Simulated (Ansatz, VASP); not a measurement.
# TiTe2 in two plane-wave programs, part 2 of 3

Aim: how closely do two programs agree when they are given the same cell, functional and k mesh? The cell is taken from a series of VASP runs on this material, whose earlier steps may have relaxed, scaled or displaced it; both programs get it as it stands.

VASP 6.6.1 and Ansatz 0.2.0.

So far: Set-up; Ansatz: zone-centre phonons, LDA.

**3. VASP: zone-centre phonons, LDA**

Level of this step: LDA, no spin polarisation; plane waves and PAW (Te, Ti_sv) (VASP).

The same cell, functional (in two slightly different forms), mesh and smearing now go to VASP, with its own data sets and cutoff.

Lines of VASP's logs that name or quote its potential files are left out, and so is its time.

File INCAR:

```
SYSTEM = TiTe2
PREC = Accurate
ENCUT = 450
EDIFF = 1E-08
NELM = 100
ISMEAR = 1
SIGMA = 0.15
LREAL = .FALSE.
ALGO = Normal
GGA = CA
NBANDS = 18
LORBIT = 11
LWAVE = .FALSE.
LCHARG = .FALSE.
KPAR = 2
IBRION = 8
ISIF = 2
```

File POSCAR:

```
TiTe2
1.0
    3.7770000000      0.0000000000      0.0000000000
   -1.8885000000      3.2709779501      0.0000000000
    0.0000000000      0.0000000000      6.4980000000
Te Ti
2 1
Direct
    0.3333333333      0.6666666667      0.7418230256
    0.6666666667      0.3333333333      0.2581769744
    0.0000000000      0.0000000000      0.0000000000
```

File KPOINTS:

```
Automatic mesh
0
Gamma
12 12 6
0 0 0
```

Potentials, in the order of the species: Te and Ti_sv (LDA family, release 64).

The run is started by

```sh
> mpirun -np 2 vasp_std
```

Numbers of over 12 decimals in the logs are rounded to 6 here.

What it wrote:

```text
[banner, memory and clock lines left out]
running    2 mpi-ranks, on    1 nodes
 distrk:  each k-point on    1 cores,    2 groups
 distr:  one band on    1 cores,    1 groups

 POSCAR found type information on POSCAR TeTi
 POSCAR found :  2 types and       3 ions
 LDA part: xc-table for (Slater(with rela. corr.)+CA(PZ))
 , standard interpolation
 POSCAR, INCAR and KPOINTS ok, starting setup
 FFT: planning ... GRIDC
 FFT: planning ... GRID_SOFT
 FFT: planning ... GRID
 WAVECAR not read
 entering main loop
       N       E                     dE             d eps       ncg     rms          rms(c)
DAV:   1     0.163952690459E+03    0.16395E+03   -0.99857E+03  3608   0.111E+03
DAV:   2    -0.589572141537E+01   -0.16985E+03   -0.16614E+03  3982   0.290E+02
DAV:   3    -0.200926508903E+02   -0.14197E+02   -0.13961E+02  5586   0.800E+01
DAV:   4    -0.205397792601E+02   -0.44713E+00   -0.44586E+00  4706   0.135E+01
DAV:   5    -0.205557260055E+02   -0.15947E-01   -0.15943E-01  5320   0.236E+00    0.121E+01
DAV:   6    -0.206726541833E+02   -0.11693E+00   -0.39966E+01  4146   0.398E+01    0.145E+01
DAV:   7    -0.185468291947E+02    0.21258E+01   -0.32436E+01  4568   0.341E+01    0.550E+00
DAV:   8    -0.182880290291E+02    0.25880E+00   -0.14400E+00  4116   0.827E+00    0.179E+00
DAV:   9    -0.183000352445E+02   -0.12006E-01   -0.32503E-01  4746   0.351E+00    0.161E+00
DAV:  10    -0.182829283734E+02    0.17107E-01   -0.30734E-01  4410   0.391E+00    0.840E-01
DAV:  11    -0.182779753972E+02    0.49530E-02   -0.34565E-02  4226   0.133E+00    0.393E-01
DAV:  12    -0.182780812211E+02   -0.10582E-03   -0.17368E-03  4222   0.312E-01    0.262E-01
DAV:  13    -0.182779557290E+02    0.12549E-03   -0.43844E-04  4612   0.145E-01    0.591E-02
DAV:  14    -0.182779550671E+02    0.66187E-06   -0.13623E-05  4132   0.282E-02    0.401E-02
DAV:  15    -0.182779498910E+02    0.51761E-05   -0.79246E-06  4718   0.205E-02    0.275E-02
DAV:  16    -0.182779470449E+02    0.28461E-05   -0.15713E-05  4918   0.256E-02    0.213E-03
DAV:  17    -0.182779470673E+02   -0.22423E-07   -0.27991E-07  4008   0.435E-03    0.189E-03
DAV:  18    -0.182779470651E+02    0.21951E-08   -0.25131E-08  3366   0.121E-03
   1 F= -.18277947E+02 E0= -.18278165E+02  d E =0.653020E-03
 Linear response reoptimize wavefunctions to high precision
DAV:   1    -0.182779470648E+02    0.26876E-09   -0.14812E-09  2618   0.314E-04
DAV:   2    -0.182779470649E+02   -0.40473E-10   -0.24630E-10  2202   0.139E-04
 Linear response DOF=           4
 Linear response progress:
  Degree of freedom:   1/  4
       N       E                     dE             d eps       ncg     rms          rms(c)
RMM:   1    -0.449414355867E-01   -0.44941E-01    0.86001E-03 37904   0.112E+00
RMM:   2    -0.431665587687E-01    0.17749E-02   -0.35130E-03 31349   0.343E-01    0.825E-02
RMM:   3    -0.433034960493E-01   -0.13694E-03   -0.86328E-04 36581   0.141E-01    0.429E-02
RMM:   4    -0.433700464323E-01   -0.66550E-04   -0.15791E-04 39103   0.536E-02    0.327E-02
RMM:   5    -0.434701730785E-01   -0.10013E-03   -0.33780E-05 34061   0.307E-02    0.312E-03
RMM:   6    -0.434620339715E-01    0.81391E-05   -0.79770E-06 39308   0.130E-02    0.189E-03
RMM:   7    -0.434619170237E-01    0.11695E-06   -0.27695E-06 38453   0.587E-03    0.128E-03
RMM:   8    -0.434621215920E-01   -0.20457E-06   -0.43331E-07 37997   0.295E-03    0.486E-04
RMM:   9    -0.434621249665E-01   -0.33745E-08   -0.10706E-06 41116   0.145E-03    0.179E-04
RMM:  10    -0.434619264608E-01    0.19851E-06    0.34171E-08 41980   0.700E-04    0.633E-05
RMM:  11    -0.434620241956E-01   -0.97735E-07   -0.22883E-07 41086   0.371E-04    0.224E-05
RMM:  12    -0.434619378507E-01    0.86345E-07    0.37594E-08 42012   0.218E-04    0.956E-06
RMM:  13    -0.434620103868E-01   -0.72536E-07   -0.81435E-08 41190   0.139E-04    0.252E-06
RMM:  14    -0.434619519746E-01    0.58412E-07    0.14423E-08 42414   0.975E-05    0.114E-06
RMM:  15    -0.434619748290E-01   -0.22854E-07   -0.11672E-08 41965   0.773E-05    0.864E-07
RMM:  16    -0.434619547998E-01    0.20029E-07    0.27160E-08 40239   0.666E-05    0.501E-07
RMM:  17    -0.434619597627E-01   -0.49629E-08    0.65432E-09 36991   0.615E-05    0.587E-07
 first order change of Fermi-energy   0.68514E-04
 force on displaced ion       1 direction 1 :  -3.291  -0.000  -0.000
 Linear response progress:
  Degree of freedom:   2/  4
       N       E                     dE             d eps       ncg     rms          rms(c)
RMM:   1    -0.665500291869E-01   -0.66550E-01    0.31778E-02  8621   0.125E+00
RMM:   2    -0.643765207924E-01    0.21735E-02   -0.38154E-03  7506   0.352E-01    0.162E-01
RMM:   3    -0.645471516465E-01   -0.17063E-03   -0.11736E-03  7162   0.231E-01    0.120E-01
RMM:   4    -0.644577267155E-01    0.89425E-04   -0.42528E-04  6934   0.157E-01    0.620E-02
RMM:   5    -0.644679248202E-01   -0.10198E-04   -0.11651E-04  8099   0.620E-02    0.473E-02
RMM:   6    -0.645145978210E-01   -0.46673E-04   -0.32343E-05  8076   0.347E-02    0.421E-03
RMM:   7    -0.645127175479E-01    0.18803E-05   -0.95372E-06  8806   0.160E-02    0.383E-03
RMM:   8    -0.645115617560E-01    0.11558E-05   -0.33226E-06  9045   0.704E-03    0.246E-03
RMM:   9    -0.645105963061E-01    0.96545E-06   -0.20959E-06  8105   0.382E-03    0.779E-04
RMM:  10    -0.645112189973E-01   -0.62269E-06   -0.18621E-06  8754   0.192E-03    0.293E-04
RMM:  11    -0.645112113863E-01    0.76110E-08    0.30322E-07  9063   0.970E-04    0.818E-05
RMM:  12    -0.645112605529E-01   -0.49167E-07   -0.70679E-07  9142   0.454E-04    0.517E-05
RMM:  13    -0.645112172121E-01    0.43341E-07   -0.20934E-07  8840   0.247E-04    0.396E-05
RMM:  14    -0.645111829142E-01    0.34298E-07   -0.35845E-07  9072   0.160E-04    0.114E-05
RMM:  15    -0.645112102364E-01   -0.27322E-07   -0.96375E-08  9273   0.100E-04    0.145E-05
RMM:  16    -0.645112050455E-01    0.51910E-08   -0.38603E-08  8603   0.814E-05    0.195E-06
 first order change of Fermi-energy  -0.18586E+00
 force on displaced ion       1 direction 3 :   0.000  -0.000  -6.952
 Linear response progress:
  Degree of freedom:   3/  4
       N       E                     dE             d eps       ncg     rms          rms(c)
RMM:   1    -0.726613157103E+00   -0.72661E+00    0.14672E+01  8761   0.129E+02
RMM:   2    -0.685133454987E+00    0.41480E-01   -0.44594E-01 14970   0.516E+00    0.195E-01
RMM:   3    -0.681815606966E+00    0.33178E-02   -0.24527E-02 17049   0.113E+00    0.957E-02
RMM:   4    -0.682118661282E+00   -0.30305E-03   -0.15023E-02 20162   0.481E-01    0.372E-02
RMM:   5    -0.683429733097E+00   -0.13111E-02   -0.70371E-04 19888   0.151E-01    0.147E-02
RMM:   6    -0.683803049346E+00   -0.37332E-03   -0.20864E-04 21149   0.659E-02    0.935E-03
RMM:   7    -0.683814796234E+00   -0.11747E-04   -0.36492E-05 20280   0.301E-02    0.255E-03
RMM:   8    -0.683783153458E+00    0.31643E-04   -0.18844E-05 22465   0.154E-02    0.112E-03
RMM:   9    -0.683800873386E+00   -0.17720E-04   -0.94622E-06 22644   0.752E-03    0.282E-04
RMM:  10    -0.683801160708E+00   -0.28732E-06   -0.63387E-06 22846   0.437E-03    0.210E-04
RMM:  11    -0.683808531377E+00   -0.73707E-05   -0.51191E-06 21672   0.292E-03    0.515E-05
RMM:  12    -0.683808451060E+00    0.80318E-07   -0.42380E-06 23352   0.205E-03    0.294E-05
RMM:  13    -0.683808043054E+00    0.40801E-06   -0.35238E-06 23085   0.158E-03    0.247E-05
RMM:  14    -0.683807915338E+00    0.12772E-06   -0.29573E-06 23090   0.129E-03    0.501E-05
RMM:  15    -0.683808100715E+00   -0.18538E-06   -0.25397E-06 22868   0.111E-03    0.522E-05
RMM:  16    -0.683808529962E+00   -0.42925E-06   -0.21679E-06 21305   0.978E-04    0.443E-05
RMM:  17    -0.683808696141E+00   -0.16618E-06   -0.18688E-06 21944   0.869E-04    0.429E-05
RMM:  18    -0.683808748063E+00   -0.51923E-07   -0.16537E-06 22262   0.784E-04    0.534E-05
RMM:  19    -0.683808911860E+00   -0.16380E-06   -0.14620E-06 19709   0.725E-04    0.418E-05
RMM:  20    -0.683808981175E+00   -0.69315E-07   -0.12803E-06 21117   0.660E-04    0.391E-05
RMM:  21    -0.683809132716E+00   -0.15154E-06   -0.11523E-06 20274   0.611E-04    0.333E-05
RMM:  22    -0.683809150421E+00   -0.17705E-07   -0.10341E-06 22766   0.560E-04    0.356E-05
 first order change of Fermi-energy  -0.97476E-03
 force on displaced ion       3 direction 1 :  -3.988   0.000   0.000
 Linear response progress:
  Degree of freedom:   4/  4
       N       E                     dE             d eps       ncg     rms          rms(c)
RMM:   1    -0.723171076715E+00   -0.72317E+00    0.22474E+01  3622   0.133E+02
RMM:   2    -0.681327625223E+00    0.41843E-01   -0.39079E-01  5963   0.463E+00    0.216E-01
RMM:   3    -0.678772815511E+00    0.25548E-02   -0.28526E-02  7021   0.108E+00    0.108E-01
RMM:   4    -0.679171016430E+00   -0.39820E-03   -0.16942E-02  8045   0.451E-01    0.503E-02
RMM:   5    -0.680156644333E+00   -0.98563E-03   -0.62017E-04  8021   0.137E-01    0.254E-02
RMM:   6    -0.680612747011E+00   -0.45610E-03   -0.19441E-04  7894   0.674E-02    0.149E-02
RMM:   7    -0.680706813426E+00   -0.94066E-04   -0.62839E-05  7717   0.352E-02    0.320E-03
RMM:   8    -0.680625397374E+00    0.81416E-04   -0.32678E-05  8816   0.182E-02    0.163E-03
RMM:   9    -0.680648905389E+00   -0.23508E-04   -0.17527E-05  8990   0.918E-03    0.699E-04
RMM:  10    -0.680654510605E+00   -0.56052E-05   -0.15719E-05  9198   0.565E-03    0.473E-04
RMM:  11    -0.680667400804E+00   -0.12890E-04   -0.15543E-05  8042   0.440E-03    0.179E-04
RMM:  12    -0.680663705669E+00    0.36951E-05   -0.11812E-05  8851   0.331E-03    0.900E-05
RMM:  13    -0.680663296155E+00    0.40951E-06   -0.12096E-05  9167   0.270E-03    0.102E-04
RMM:  14    -0.680663008124E+00    0.28803E-06   -0.14418E-05  8637   0.230E-03    0.192E-04
[...]
RMM:  19    -0.680664509360E+00   -0.16364E-06   -0.85264E-06  8956   0.134E-03    0.582E-05
RMM:  20    -0.680664687482E+00   -0.17812E-06   -0.78499E-06  7947   0.125E-03    0.469E-05
RMM:  21    -0.680664561675E+00    0.12581E-06   -0.68988E-06  8376   0.115E-03    0.428E-05
RMM:  22    -0.680664003935E+00    0.55774E-06   -0.60046E-06  9153   0.111E-03    0.736E-05
RMM:  23    -0.680663894086E+00    0.10985E-06   -0.55585E-06  8135   0.994E-04    0.110E-04
RMM:  24    -0.680663977438E+00   -0.83352E-07   -0.48859E-06  8127   0.909E-04    0.114E-04
RMM:  25    -0.680664001468E+00   -0.24030E-07   -0.45400E-06  9137   0.841E-04    0.124E-04
RMM:  26    -0.680664057169E+00   -0.55701E-07   -0.38952E-06  8045   0.790E-04    0.127E-04
 first order change of Fermi-energy   0.22701E-02
 force on displaced ion       3 direction 3 :   0.000  -0.000 -10.084
 Linear response finished
```

OUTCAR, selected parts (step 3):

```text
ion  position               nearest neighbor table
   1  0.333  0.667  0.742-   3 2.75   3 2.75   3 2.75
   2  0.667  0.333  0.258-   3 2.75   3 2.75   3 2.75
   3  0.000  0.000  0.000-   1 2.75   2 2.75   2 2.75   1 2.75   2 2.75   1 2.75

  LATTYP: Found a hexagonal cell.
 ALAT       =     3.7770000000
 C/A-ratio  =     1.7204130262

 Subroutine GETGRP returns: Found 12 space group operations
 (whereof 12 operations were pure point group operations)

The static configuration has the point symmetry D_3d.

 Found    100 irreducible k-points:

   k-points           NKPTS =    100   k-points in BZ     NKDIM =    100   number of bands    NBANDS=     18

   dimension x,y,z NGX =    28 NGY =   28 NGZ =   48
   dimension x,y,z NGXF=    56 NGYF=   56 NGZF=   96

   ENCUT  =  450.0 eV  33.07 Ry    5.75 a.u.   6.53  6.53 11.24*2*pi/ulx,y,z

   NELECT =      24.0000    total number of electrons

 k-points in reciprocal lattice and weights: Automatic mesh
   0.00000000  0.00000000  0.00000000       0.001
   0.08333333  0.00000000  0.00000000       0.007
   0.16666667  0.00000000  0.00000000       0.007
   0.25000000  0.00000000  0.00000000       0.007
   0.33333333  0.00000000  0.00000000       0.007
   0.41666667  0.00000000  0.00000000       0.007
   0.50000000  0.00000000  0.00000000       0.003
   0.08333333  0.08333333  0.00000000       0.007
   0.16666667  0.08333333  0.00000000       0.014
[...]
0.33333333  0.25000000  0.50000000       0.014
   0.33333333  0.33333333  0.50000000       0.002

 average (electrostatic) potential at core
       1 -88.2200       2 -88.2200       3 -74.7827

  Total       -1.7505840     -1.7505840     -1.0694319      0.0000000      0.0000000      0.0000000
  in kB      -34.9372917    -34.9372917    -21.3431930      0.0000000      0.0000000      0.0000000
  external PRESSURE =     -30.4059255 kB  Pullay stress =       0.0000000 kB

  energy-cutoff  :      450.00
  volume of cell :       80.28
      direct lattice vectors                 reciprocal lattice vectors
     3.777000000  0.000000000  0.000000000     0.264760392  0.152859484  0.000000000
    -1.888500000  3.270977950  0.000000000     0.000000000  0.305718967  0.000000000
     0.000000000  0.000000000  6.498000000     0.000000000  0.000000000  0.153893506

 POSITION                                       TOTAL-FORCE (eV/Angst)
 -----------------------------------------------------------------------------------
     -0.00000      2.18065      4.82037         0.000000      0.000000      0.001918
      1.88850      1.09033      1.67763        -0.000000      0.000000     -0.001918
      0.00000      0.00000      0.00000        -0.000000      0.000000      0.000000
 -----------------------------------------------------------------------------------
    total drift:                                0.000000      0.000000      0.000000

 Eigenvectors and eigenvalues of the dynamical matrix
 ----------------------------------------------------

   1 f  =    7.817369 THz    49.117979 2PiTHz  260.759366 cm-1    32.330026 meV
             X         Y         Z           dx          dy          dz
     -0.000000  2.180652  4.820366    -0.000000   -0.000000   -0.280840
      1.888500  1.090326  1.677634    -0.000000   -0.000000   -0.280840
      0.000000  0.000000  0.000000     0.000000    0.000000    0.917746

   2 f  =    4.917404 THz    30.896962 2PiTHz  164.026951 cm-1    20.336741 meV
             X         Y         Z           dx          dy          dz
     -0.000000  2.180652  4.820366     0.000020    0.281241    0.000000
      1.888500  1.090326  1.677634     0.000020    0.281241    0.000000
      0.000000  0.000000  0.000000    -0.000064   -0.917500    0.000000

   3 f  =    4.917404 THz    30.896962 2PiTHz  164.026951 cm-1    20.336741 meV
             X         Y         Z           dx          dy          dz
     -0.000000  2.180652  4.820366     0.281241   -0.000020   -0.000000
      1.888500  1.090326  1.677634     0.281241   -0.000020    0.000000
      0.000000  0.000000  0.000000    -0.917500    0.000064   -0.000000

   4 f  =    4.121832 THz    25.898234 2PiTHz  137.489517 cm-1    17.046520 meV
             X         Y         Z           dx          dy          dz
     -0.000000  2.180652  4.820366    -0.000000    0.000000   -0.707107
      1.888500  1.090326  1.677634    -0.000000   -0.000000    0.707107
      0.000000  0.000000  0.000000    -0.000000   -0.000000    0.000000

   5 f  =    2.963503 THz    18.620240 2PiTHz   98.851827 cm-1    12.256059 meV
             X         Y         Z           dx          dy          dz
     -0.000000  2.180652  4.820366     0.000025   -0.707107   -0.000000
      1.888500  1.090326  1.677634    -0.000025    0.707107    0.000000
      0.000000  0.000000  0.000000    -0.000000    0.000000   -0.000000

   6 f  =    2.963503 THz    18.620240 2PiTHz   98.851827 cm-1    12.256059 meV
             X         Y         Z           dx          dy          dz
     -0.000000  2.180652  4.820366     0.707107    0.000025    0.000000
      1.888500  1.090326  1.677634    -0.707107   -0.000025   -0.000000
      0.000000  0.000000  0.000000    -0.000000    0.000000   -0.000000

   7 f/i=    0.001449 THz     0.009106 2PiTHz    0.048340 cm-1     0.005993 meV
             X         Y         Z           dx          dy          dz
     -0.000000  2.180652  4.820366     0.640968    0.100314   -0.000000
      1.888500  1.090326  1.677634     0.640968    0.100314   -0.000000
      0.000000  0.000000  0.000000     0.392952    0.061499   -0.000000

   8 f/i=    0.001449 THz     0.009106 2PiTHz    0.048340 cm-1     0.005993 meV
             X         Y         Z           dx          dy          dz
     -0.000000  2.180652  4.820366    -0.100314    0.640968   -0.000000
      1.888500  1.090326  1.677634    -0.100314    0.640968   -0.000000
      0.000000  0.000000  0.000000    -0.061499    0.392952   -0.000000

   9 f/i=    0.002532 THz     0.015910 2PiTHz    0.084461 cm-1     0.010472 meV
             X         Y         Z           dx          dy          dz
     -0.000000  2.180652  4.820366    -0.000000    0.000000    0.648945
      1.888500  1.090326  1.677634    -0.000000    0.000000    0.648945
      0.000000  0.000000  0.000000    -0.000000    0.000000    0.397167

 ELASTIC MODULI CONTR FROM IONIC RELAXATION (kBar)
 Direction    XX          YY          ZZ          XY          YZ          ZX
 --------------------------------------------------------------------------------
 XX        -245.7967   -164.2543   -385.9142     -0.0000   -136.6670     -0.0000
 YY        -164.2543   -245.7967   -385.9142      0.0000    136.6670      0.0000
 ZZ        -385.9142   -385.9142   -726.3962     -0.0000      0.0000     -0.0000
 XY          -0.0000      0.0000     -0.0000    -40.7712     -0.0000   -112.6946
 YZ        -136.6670    136.6670      0.0000     -0.0000   -458.1140     -0.0000
 ZX          -0.0000      0.0000     -0.0000   -112.6946     -0.0000   -311.4962
 --------------------------------------------------------------------------------
```

This run has no spin polarisation, so a moment on Ti, if there is one, isn't seen.

**4. Comparison**

Known differences besides the potentials themselves: the two LDA forms differ slightly; the data sets hold 44 valence electrons in Ansatz (default PAW (the set named soft_2) files) and 24 in VASP; the cutoff is 420 eV in Ansatz and 450 eV in VASP; VASP's log shows a relativistic correction to its local exchange, Ansatz's none. Total energies have different zeros and are not compared.

Both answers:

```csv
quantity,Ansatz,VASP,difference
optical mode 1 to 2 (cm⁻¹),98.6,98.9,-0.29 %
optical mode 3 (cm⁻¹),137.4,137.5,-0.06 %
optical mode 4 to 5 (cm⁻¹),162.7,164.0,-0.80 %
optical mode 6 (cm⁻¹),259.6,260.8,-0.44 %
```

Modes are paired by rising frequency and degeneracy, not by their patterns, so a pair may still set unlike modes beside each other.

[end of part 2 of 3]

[Lines on the potential files, build, host, timing and source positions are cut from VASP's logs without a mark.]

[Logs are printed without paths, hosts, clocks, repeated set-up lines and the standing remarks that a program may print on its own settings, such as how far it seeks lower states.]

[Hosts, paths, dates, database ids (printed as entryN), source tags and the programs' standing remarks are cut or masked in the printed files.]
